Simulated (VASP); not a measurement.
# Be3Hg (Fm-3m) in VASP: further runs

The runs below take Be3Hg through relaxation of cell and atoms, atomic charges, with PBE, PBE+D2.

Everything below comes from runs of VASP 6.6.1. Logs are shortened: lines on timing, memory, paths and dates and some standing lists are left out, and cuts for length are marked.

### Step 1. The structure

Symmetry: Fm-3m, No. 225, cubic system. The conventional cell has a = 5.855 Å, b = 5.855 Å, c = 5.855 Å, α = 90.00°, β = 90.00°, γ = 90.00°. Be (site symmetry -43m) is surrounded by 4 Be at 2.54 Å and 4 Hg at 2.54 Å. Be (site symmetry m-3m) is surrounded by 8 Be at 2.54 Å. Hg (site symmetry m-3m) is surrounded by 8 Be at 2.54 Å.

The cell was built by a generator and needn't be a form met in nature.

### Step 2. Relaxation of cell and atoms, PBE

INCAR reads:

```
ALGO = Normal ; EDIFF = 1E-6
EDIFFG = -0.02 ; ENCUT = 600
GGA = PE ; IBRION = 2
ISIF = 3 ; ISMEAR = 1
LASPH = T ; LCHARG = F
LREAL = F ; LWAVE = F
NELM = 80 ; NSW = 40
PREC = Accurate ; SIGMA = 0.1
```

KPOINTS reads:

```
k-points
0
Gamma
  8 8 8
```

POSCAR reads:

```
Be3Hg
1.0
    0.0000000000      2.9274090600      2.9274090600
    2.9274090600      0.0000000000      2.9274090600
    2.9274090600      2.9274090600      0.0000000000
Be Hg
3 1
Direct
    0.2500000000      0.2500000000      0.2500000000
    0.7500000000      0.7500000000      0.7500000000
    0.5000000000      0.5000000000      0.5000000000
    0.0000000000      0.0000000000      0.0000000000
```

Potentials or basis: VASP PAW PBE potentials, release 64 (Be, Hg).

Command:

```
cat potpaw_PBE.64/Be/POTCAR potpaw_PBE.64/Hg/POTCAR > POTCAR
mpirun -np 1 vasp_std > vasp.out
```

OUTCAR:

```text
EDIFF = 1E-6
   EDIFFG = -0.02
   ENCUT = 600
   GGA = PE
   IBRION = 2
   ISIF = 3
   ISMEAR = 1
   LASPH = T
   LREAL = F
   NELM = 80
   NSW = 40
   PREC = Accurate

 ion  position               nearest neighbor table
   1  0.250  0.250  0.250-   4 2.54   4 2.54   4 2.54   4 2.54
   2  0.750  0.750  0.750-   4 2.54   4 2.54   4 2.54   4 2.54
   3  0.500  0.500  0.500-   4 2.93   4 2.93   4 2.93   4 2.93   4 2.93   4 2.93
   4  0.000  0.000  0.000-   2 2.54   2 2.54   2 2.54   1 2.54   1 2.54   1 2.54   2 2.54   1 2.54
                             3 2.93   3 2.93   3 2.93   3 2.93   3 2.93   3 2.93

  LATTYP: Found a face centered cubic cell.
 ALAT       =     5.8548181200

  Lattice vectors:

 A1 = (   0.0000000000,   2.9274090600,   2.9274090600)
 A2 = (   2.9274090600,   0.0000000000,   2.9274090600)
 A3 = (   2.9274090600,   2.9274090600,   0.0000000000)

Analysis of symmetry for initial positions (statically):
=====================================================================
 Subroutine PRICEL returns:
 Original cell was already a primitive cell.

 Routine SETGRP: Setting up the symmetry group for a
 face centered cubic supercell.

 Subroutine GETGRP returns: Found 48 space group operations
 (whereof 48 operations were pure point group operations)
 out of a pool of 48 trial point group operations.

The static configuration has the point symmetry O_h .

Analysis of symmetry for dynamics (positions and initial velocities):
=====================================================================
 Subroutine PRICEL returns:
 Original cell was already a primitive cell.

 Routine SETGRP: Setting up the symmetry group for a
 face centered cubic supercell.

 Subroutine GETGRP returns: Found 48 space group operations
 (whereof 48 operations were pure point group operations)
 out of a pool of 48 trial point group operations.

The dynamic configuration has the point symmetry O_h .

 Subroutine INISYM returns: Found 48 space group operations
 (whereof 48 operations are pure point group operations),
 and found     1 'primitive' translations

----------------------------------------------------------------------------------------

                                     Primitive cell

  volume of cell :      50.1742

  direct lattice vectors                    reciprocal lattice vectors
     0.000000000  2.927409060  2.927409060    -0.170799499  0.170799499  0.170799499
     2.927409060  0.000000000  2.927409060     0.170799499 -0.170799499  0.170799499
     2.927409060  2.927409060  0.000000000     0.170799499  0.170799499 -0.170799499

  length of vectors
     4.139981595  4.139981595  4.139981595     0.295833410  0.295833410  0.295833410

  position of ions in fractional coordinates (direct lattice)
[... 112 lines left out ...]
   LEPSILON=     F    determine dielectric tensor
   LRPA    =     F    only Hartree local field effects (RPA)
 conjugate gradient relaxation of ions
 non-spin polarized calculation
 Methfessel and Paxton  Order N= 1 SIGMA  =   0.10
  energy-cutoff  :      600.00
  volume of cell :       50.17
 maximum number of plane-waves:      1700
 NGX is ok and might be reduce to    36
   NGX = 17   NGY = 17   NGZ = 17

--------------------------------------- Ionic step        1  -------------------------------------------

 number of electron      17.9999999 magnetization

 Free energy of the ion-electron system (eV)
  ---------------------------------------------------
  ext. energy  EPLUGINS =         0.00000000
  ---------------------------------------------------
  free energy    TOTEN  =        -9.25754618 eV

  energy without entropy =       -9.25639566  energy(sigma->0) =       -9.25716267

------------------------ aborting loop because EDIFF is reached ----------------------------------------

  FORCE on cell =-STRESS in cart. coord.  units (eV):
  Direction    XX          YY          ZZ          XY          YZ          ZX
  --------------------------------------------------------------------------------------
  -------------------------------------------------------------------------------------
  Total       -1.9209568     -1.9209568     -1.9209568      0.0000000      0.0000000     -0.0000000
  in kB      -61.3405912    -61.3405912    -61.3405912      0.0000000      0.0000000     -0.0000000
  external PRESSURE =     -61.3405912 kB  Pullay stress =       0.0000000 kB
[... 63 lines left out ...]
--------------------------------------- Ionic step        3  -------------------------------------------

 number of electron      18.0000000 magnetization

 Free energy of the ion-electron system (eV)
  ---------------------------------------------------
  ext. energy  EPLUGINS =         0.00000000
  ---------------------------------------------------
  free energy    TOTEN  =        -9.32265014 eV

  energy without entropy =       -9.32017002  energy(sigma->0) =       -9.32182343

 E-fermi :   6.5375     XC(G=0): -10.9385

 val. band max:        6.5372954885   @ k =   0.3750   0.2500   0.0000
 cond. band min:       6.6264123406   @ k =   0.1250   0.1250   0.0000
 fundamental gap:      0.0891168521
 Fermi energy:         6.5375318189

 k-point     1 :       0.0000    0.0000    0.0000
  band No.  band energies     occupation
      1      -5.4189      2.00000
      2      -3.1193      2.00000
      3      -3.1193      2.00000
      4      -3.1193      2.00000
      5      -2.4663      2.00000
      6      -2.4663      2.00000
      7       6.9598     -0.00000
      8       6.9598     -0.00000
      9       6.9598     -0.00000
     10       8.5800      0.00000
     11       8.5800      0.00000
     12       8.5800      0.00000
     13       9.8772      0.00000
[... 354 lines left out ...]
  band No.  band energies     occupation
      1      -3.4583      2.00000
      2      -3.0869      2.00000
      3      -2.8020      2.00000
      4      -2.7945      2.00000
      5      -2.4510      2.00000
      6      -1.4390      2.00000
      7      -0.5219      2.00000
      8       3.0511      2.00000
      9       3.6606      2.00000
     10       8.1499     -0.00000
     11       8.2177     -0.00000
     12      10.7342      0.00000
     13      11.0093      0.00000

 [... further k-points ...]

------------------------ aborting loop because EDIFF is reached ----------------------------------------

  FORCE on cell =-STRESS in cart. coord.  units (eV):
  Direction    XX          YY          ZZ          XY          YZ          ZX
  --------------------------------------------------------------------------------------
  -------------------------------------------------------------------------------------
  Total        0.0009543      0.0009543      0.0009543      0.0000000     -0.0000000     -0.0000000
  in kB        0.0325633      0.0325633      0.0325633      0.0000000     -0.0000000     -0.0000000
  external PRESSURE =       0.0325633 kB  Pullay stress =       0.0000000 kB
[... 19 lines left out ...]
  FREE ENERGIE OF THE ION-ELECTRON SYSTEM (eV)
  ---------------------------------------------------
  free  energy   TOTEN  =        -9.3226501357 eV

  energy  without entropy=       -9.3201700200  energy(sigma->0) =       -9.32182343

 reached required accuracy - stopping structural energy minimisation
```

OSZICAR:

```text
N       E                     dE             d eps       ncg     rms          rms(c)
DAV:   1     0.954305924253E+02    0.95431E+02   -0.93463E+03   762   0.141E+03
DAV:   2    -0.672267009757E+01   -0.10215E+03   -0.95320E+02   774   0.285E+02
DAV:   3    -0.102598775930E+02   -0.35372E+01   -0.34950E+01  1046   0.546E+01
DAV:   4    -0.102809892499E+02   -0.21112E-01   -0.21024E-01   824   0.431E+00
[... 23 lines left out ...]
DAV:   2    -0.932276916708E+01    0.25800E-02   -0.76877E-03   794   0.149E+00    0.148E-01
DAV:   3    -0.932269122006E+01    0.77947E-04   -0.37380E-04   827   0.202E-01    0.122E-01
DAV:   4    -0.932265509124E+01    0.36129E-04   -0.10126E-04   787   0.106E-01    0.140E-02
DAV:   5    -0.932265041769E+01    0.46736E-05   -0.95875E-06   884   0.507E-02    0.368E-03
DAV:   6    -0.932265013567E+01    0.28201E-06   -0.25582E-06   607   0.167E-02
   3 F= -.93226501E+01 E0= -.93218234E+01  d E =-.651040E-01
```

Wall time 34 s (1 thread of Intel Xeon Platinum 8488C (Sapphire Rapids), shared host); peak memory 0.21 GiB.

What came out:

| Quantity | Value |
| --- | --- |
| Free energy | -9.3227 eV |
| Relaxed volume | 11.74 Å³/atom |
| Relaxed cell | a = 4.049 Å, b = 4.049 Å, c = 4.049 Å, α = 60.00°, β = 60.00°, γ = 60.00° |
| Space group after relaxing (to 0.05 Å) | Fm-3m (No. 225) |
| Energy gained by relaxing | 16.3 meV/atom |
| Ionic steps | 3 |
| Pressure after relaxing | 0.0 GPa |
| Band gap on the k mesh | none (metal or under the smearing width) |

The path:
```csv
step,energy change (eV),largest force (eV/Å),pressure (GPa),volume (Å³)
1,0.0000,0.0000,-6.13,50.17
2,-0.0649,0.0000,0.43,46.77
3,-0.0651,0.0000,0.00,46.95
```

Final structure:
```
Be Hg
1.0
     0.00000    2.86334    2.86334
     2.86334    0.00000    2.86334
     2.86334    2.86334    0.00000
Be Hg
3 1
Direct
  0.25000 0.25000 0.25000
  0.75000 0.75000 0.75000
  0.50000 0.50000 0.50000
  0.00000 0.00000 0.00000
```

Spin-orbit coupling is left out, which matters for the levels of Hg.

### Step 3. Atomic charges, PBE+D2, spin-orbit coupling, no magnetisation

INCAR reads:

```
SYSTEM = Be3Hg
PREC     = Accurate       ! precision mode
ENCUT    = 520            ! plane-wave cutoff, eV
EDIFF    = 1E-6           ! SCF threshold, eV
ISMEAR   = 1              ! smearing method
SIGMA    = 0.2            ! smearing width, eV
LREAL    = .False.        ! projectors in reciprocal space
LASPH    = .True.         ! aspherical terms in the spheres
NELM     = 60             ! most SCF steps
ALGO     = Fast           ! electronic algorithm
ISIF     = 2              ! what is computed and relaxed
LWAVE    = .False.        ! write WAVECAR
LCHARG   = .False.        ! write CHGCAR
MAGMOM   = 0 0 0 0 0 0 0 0 0 0 0 0 ! initial moments
LORBIT   = 10             ! projections on sites
LSORBIT  = .True.         ! spin-orbit coupling
GGA_COMPAT= .False.      
GGA      = PE             ! functional
IVDW     = 1              ! dispersion correction
```

KPOINTS reads:

```
regular mesh
0
Gamma
  6 6 6
  0 0 0
```

POSCAR is that of step 2.

Potentials or basis: VASP PAW PBE potentials, release 64 (Be, Hg).

Command:

```
cat potpaw_PBE.64/Be/POTCAR potpaw_PBE.64/Hg/POTCAR > POTCAR
mpirun -np 1 vasp_ncl > vasp.out
```

OUTCAR:

```text
SYSTEM = Be3Hg
   PREC = Accurate
   ENCUT = 520
   EDIFF = 1E-6
   ISMEAR = 1
   LREAL = .False.
   LASPH = .True.
   NELM = 60
   ISIF = 2
   LORBIT = 10
   LSORBIT = .True.
   GGA = PE
   IVDW = 1
  IVDW =   1

 ion  position               nearest neighbor table
   1  0.250  0.250  0.250-   4 2.54   4 2.54   4 2.54   4 2.54
   2  0.750  0.750  0.750-   4 2.54   4 2.54   4 2.54   4 2.54
   3  0.500  0.500  0.500-   4 2.93   4 2.93   4 2.93   4 2.93   4 2.93   4 2.93
   4  0.000  0.000  0.000-   2 2.54   2 2.54   2 2.54   1 2.54   1 2.54   1 2.54   2 2.54   1 2.54
                             3 2.93   3 2.93   3 2.93   3 2.93   3 2.93   3 2.93

  LATTYP: Found a face centered cubic cell.
 ALAT       =     5.8548181200

  Lattice vectors:

 A1 = (   0.0000000000,   2.9274090600,   2.9274090600)
 A2 = (   2.9274090600,   0.0000000000,   2.9274090600)
 A3 = (   2.9274090600,   2.9274090600,   0.0000000000)

Analysis of symmetry for initial positions (statically):
=====================================================================
[... 710 lines left out ...]
 l=   3
     0.0000000     0.0000000     0.0000000     0.0000000     0.0000000     0.0000000     0.0000000
     0.0000000     0.0000000     0.0000000     0.0000000     0.0000000     0.0000000     0.0000000
     0.0000000     0.0000000     0.0000000     0.0000000     0.0000000     0.0000000     0.0000000
     0.0000000     0.0000000     0.0000000     0.0000000     0.0000000     0.0000000     0.0000000
[... 49 lines left out ...]
 l=   2
     0.0000000    -0.0153780     0.0000000    -0.0153780    -0.0599974
    -0.0153780     0.0000000    -0.0449980    -0.0153780    -0.0149993
     0.0000000    -0.0449980     0.0000000    -0.0449980     0.0000000
    -0.0153780    -0.0153780    -0.0449980     0.0000000    -0.0149993
    -0.0599974    -0.0149993     0.0000000    -0.0149993     0.0000000
 l=   3
     0.0000000     0.0000000     0.0000000     0.0000000     0.0000000     0.0000000     0.0000000
     0.0000000     0.0000000     0.0000000     0.0000000     0.0000000     0.0000000     0.0000000
     0.0000000     0.0000000     0.0000000     0.0000000     0.0000000     0.0000000     0.0000000
     0.0000000     0.0000000     0.0000000     0.0000000     0.0000000     0.0000000     0.0000000
     0.0000000     0.0000000     0.0000000     0.0000000     0.0000000     0.0000000     0.0000000
     0.0000000     0.0000000     0.0000000     0.0000000     0.0000000     0.0000000     0.0000000
     0.0000000     0.0000000     0.0000000     0.0000000     0.0000000     0.0000000     0.0000000

 total charge

# of ion       s       p       d       tot
------------------------------------------
    1        0.328   0.524   0.000   0.853
    2        0.328   0.524   0.000   0.853
    3        0.361   0.463   0.000   0.825
    4        0.825   0.746   9.179  10.750
--------------------------------------------------
tot          1.844   2.258   9.179  13.280

 magnetization (x)

# of ion       s       p       d       tot
------------------------------------------
    1       -0.000   0.000   0.000  -0.000
    2        0.000   0.000   0.000   0.000
    3        0.000  -0.000   0.000  -0.000
    4       -0.000   0.000   0.000   0.000
--------------------------------------------------
tot         -0.000   0.000   0.000   0.000

 magnetization (y)

# of ion       s       p       d       tot
------------------------------------------
    1        0.000   0.000   0.000   0.000
    2       -0.000  -0.000   0.000  -0.000
    3        0.000  -0.000   0.000  -0.000
    4        0.000   0.000  -0.000  -0.000
--------------------------------------------------
tot         -0.000  -0.000  -0.000  -0.000

 magnetization (z)

# of ion       s       p       d       tot
------------------------------------------
    1       -0.000  -0.000   0.000  -0.000
    2       -0.000  -0.000   0.000  -0.000
    3       -0.000  -0.000   0.000  -0.000
    4       -0.000   0.000   0.000   0.000
--------------------------------------------------
tot         -0.000  -0.000   0.000  -0.000
```

Run time: 40 s. Hardware: 1 thread of Intel Xeon Platinum 8488C (Sapphire Rapids), shared host; peak memory 0.31 GiB.

Results:

| Property | Result |
| --- | --- |
| Free energy | -10.8920 eV |
| Pressure | -10.0 GPa |
| Valence electrons inside the program's atomic spheres | Be 0.85, 0.82; Hg 10.75 |
| Dispersion energy per atom | -0.323 eV |
